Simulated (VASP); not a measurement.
A VASP calculation is set up with these files.

POSCAR:
```
SrO
1
    0.0000000000     2.5800000000     2.5800000000
    2.5800000000     0.0000000000     2.5800000000
    2.5800000000     2.5800000000     0.0000000000
Sr O
1 1
Direct
  0.0000000000   0.0000000000   0.0000000000
  0.5000000000   0.5000000000   0.5000000000
```

KPOINTS:
```
Automatic mesh
0
Gamma
7 7 7
0 0 0
```

INCAR:
```
SYSTEM = SrO
PREC = Accurate
ENCUT = 520
EDIFF = 1E-6
NELM = 60
ALGO = VeryFast
LREAL = .FALSE.
LASPH = .TRUE.
ISMEAR = 0
SIGMA = 0.05
GGA = PE
LMAXMIX = 4
LWAVE = .FALSE.
LCHARG = .FALSE.
ISIF = 2
NELMDL = -1
```

POTCAR, in this order: Sr_sv O (PBE.64 set). Program: vasp_std.

Output of the run:

**standard output**
```
...
RMM:  21     0.889135470677E+03    0.12077E+01    0.13034E+01   939   0.636E+01    0.706E+01
RMM:  22     0.889678491932E+03    0.54302E+00    0.56181E+00   953   0.612E+01    0.604E+01
RMM:  23     0.889233847540E+03   -0.44464E+00   -0.69324E+00   940   0.592E+01    0.104E+02
RMM:  24     0.888762255635E+03   -0.47159E+00   -0.38738E+00   947   0.579E+01    0.969E+01
RMM:  25     0.888327999434E+03   -0.43426E+00   -0.51262E+00   941   0.562E+01    0.104E+02
RMM:  26     0.888170669895E+03   -0.15733E+00   -0.17205E+00   953   0.545E+01    0.994E+01
RMM:  27     0.888320783104E+03    0.15011E+00    0.16296E+00   955   0.531E+01    0.102E+02
RMM:  28     0.888306536987E+03   -0.14246E-01   -0.10412E-01   953   0.518E+01    0.982E+01
RMM:  29     0.888531152972E+03    0.22462E+00    0.24700E+00   950   0.505E+01    0.922E+01
RMM:  30     0.888683724068E+03    0.15257E+00    0.30377E+00   952   0.491E+01    0.106E+02
RMM:  31     0.888562560456E+03   -0.12116E+00   -0.95444E-01   946   0.480E+01    0.103E+02
RMM:  32     0.888428559639E+03   -0.13400E+00   -0.13605E+00   952   0.472E+01    0.102E+02
RMM:  33     0.888065009212E+03   -0.36355E+00   -0.50760E+00   949   0.462E+01    0.955E+01
RMM:  34     0.887719650927E+03   -0.34536E+00   -0.39340E+00   954   0.451E+01    0.973E+01
RMM:  35     0.887546969204E+03   -0.17268E+00   -0.16690E+00   952   0.442E+01    0.100E+02
RMM:  36     0.887425642649E+03   -0.12133E+00   -0.97961E-01   953   0.433E+01    0.105E+02
RMM:  37     0.887327587202E+03   -0.98055E-01   -0.11867E+00   948   0.423E+01    0.105E+02
RMM:  38     0.887201251575E+03   -0.12634E+00   -0.16258E+00   952   0.415E+01    0.101E+02
RMM:  39     0.887215233223E+03    0.13982E-01    0.14246E+00   951   0.407E+01    0.993E+01
RMM:  40     0.887237004912E+03    0.21772E-01    0.59207E-01   948   0.399E+01    0.940E+01
RMM:  41     0.887212637398E+03   -0.24368E-01   -0.13370E+00   950   0.391E+01    0.926E+01
RMM:  42     0.887074195379E+03   -0.13844E+00   -0.31873E+00   950   0.384E+01    0.936E+01
RMM:  43     0.886923418652E+03   -0.15078E+00   -0.39797E+00   944   0.379E+01    0.904E+01
RMM:  44     0.886714452507E+03   -0.20897E+00   -0.14212E+00   927   0.375E+01    0.955E+01
RMM:  45     0.886684454502E+03   -0.29998E-01    0.14690E-01   948   0.366E+01    0.996E+01
RMM:  46     0.886647574578E+03   -0.36880E-01   -0.75277E-01   952   0.360E+01    0.996E+01
RMM:  47     0.886601860769E+03   -0.45714E-01   -0.78877E-01   952   0.354E+01    0.105E+02
RMM:  48     0.886548546920E+03   -0.53314E-01   -0.54376E-01   952   0.349E+01    0.106E+02
RMM:  49     0.886515309457E+03   -0.33237E-01   -0.57522E-01   952   0.344E+01    0.107E+02
RMM:  50     0.886463555207E+03   -0.51754E-01   -0.35761E-01   952   0.339E+01    0.107E+02
RMM:  51     0.886460441322E+03   -0.31139E-02   -0.92242E-01   942   0.336E+01    0.107E+02
RMM:  52     0.886241990616E+03   -0.21845E+00    0.10882E+00   932   0.334E+01    0.102E+02
RMM:  53     0.886138524530E+03   -0.10347E+00    0.27007E+00   945   0.327E+01    0.104E+02
RMM:  54     0.886212579786E+03    0.74055E-01    0.79246E-01   952   0.322E+01    0.106E+02
RMM:  55     0.886261570722E+03    0.48991E-01    0.61282E-01   952   0.317E+01    0.106E+02
RMM:  56     0.886274087195E+03    0.12516E-01    0.38684E-01   951   0.313E+01    0.107E+02
RMM:  57     0.886256984064E+03   -0.17103E-01    0.86378E-01   952   0.309E+01    0.113E+02
RMM:  58     0.886296872904E+03    0.39889E-01    0.25761E-01   952   0.305E+01    0.114E+02
RMM:  59     0.886320464540E+03    0.23592E-01    0.43014E-01   952   0.302E+01    0.113E+02
RMM:  60     0.886314820387E+03   -0.56442E-02    0.50742E-01   952   0.298E+01

 -----------------------------------------------------------------------------
|                                                                             |
|           W    W    AA    RRRRR   N    N  II  N    N   GGGG   !!!           |
|           W    W   A  A   R    R  NN   N  II  NN   N  G    G  !!!           |
|           W    W  A    A  R    R  N N  N  II  N N  N  G       !!!           |
|           W WW W  AAAAAA  RRRRR   N  N N  II  N  N N  G  GGG   !            |
|           WW  WW  A    A  R   R   N   NN  II  N   NN  G    G                |
|           W    W  A    A  R    R  N    N  II  N    N   GGGG   !!!           |
|                                                                             |
|     The electronic self-consistency was not achieved in the given           |
|     number of steps (NELM). The forces and other quantities evaluated       |
|     might not be reliable so examine the results carefully. If you find     |
|     spurious results, we suggest increasing NELM, if you were close to      |
|     convergence or switching to a different ALGO or adjusting the           |
|     density mixing parameters otherwise.                                    |
|                                                                             |
 -----------------------------------------------------------------------------

   1 F= 0.88631482E+03 E0= 0.88631648E+03  d E =-.331754E-02
```

File OUTCAR:
```
------------------------ aborting loop EDIFF was not reached (unconverged)  ----------------------------
  FORCE on cell =-STRESS in cart. coord.  units (eV):
  Direction    XX          YY          ZZ          XY          YZ          ZX
  --------------------------------------------------------------------------------------
  Total      341.2431007    341.2431007    341.2431007      0.0000000      0.0000000      0.0000000
  in kB    15917.8844721  15917.8844721  15917.8844721      0.0000000      0.0000000      0.0000000
  external PRESSURE =   15917.8844721 kB  Pullay stress =       0.0000000 kB
  volume of cell :       34.35
      direct lattice vectors                 reciprocal lattice vectors
     0.000000000  2.580000000  2.580000000    -0.193798450  0.193798450  0.193798450
     2.580000000  0.000000000  2.580000000     0.193798450 -0.193798450  0.193798450
     2.580000000  2.580000000  0.000000000     0.193798450  0.193798450 -0.193798450
  FREE ENERGIE OF THE ION-ELECTRON SYSTEM (eV)
  ---------------------------------------------------
  free  energy   TOTEN  =       886.3148203867 eV

  energy  without entropy=      886.3181379255  energy(sigma->0) =      886.31647916
```
(Selected blocks of OUTCAR.)

Problem. Read the log: what went wrong, and how is it fixed?

Solution. The cause: ALGO = VeryFast starts from random orbitals with almost no delay (NELMDL = -1). Convergence was not reached. Against the sound run, the energy per atom (σ→0) rises by 449.182 eV/atom; the pressure rises by 1589.44 GPa; the band gap decreases by 3.37 eV. To mend it, set ALGO = Normal, remove NELMDL.

The mended run (PBE GGA, plane waves, VASP's PBE PAW potentials (set 64)) converges, and its OSZICAR ends with
```
   1 F= -.12047999E+02 E0= -.12047999E+02  d E =-.129419E-10
```

The compound is SrO in the rock salt structure. The cell was not relaxed at this level.
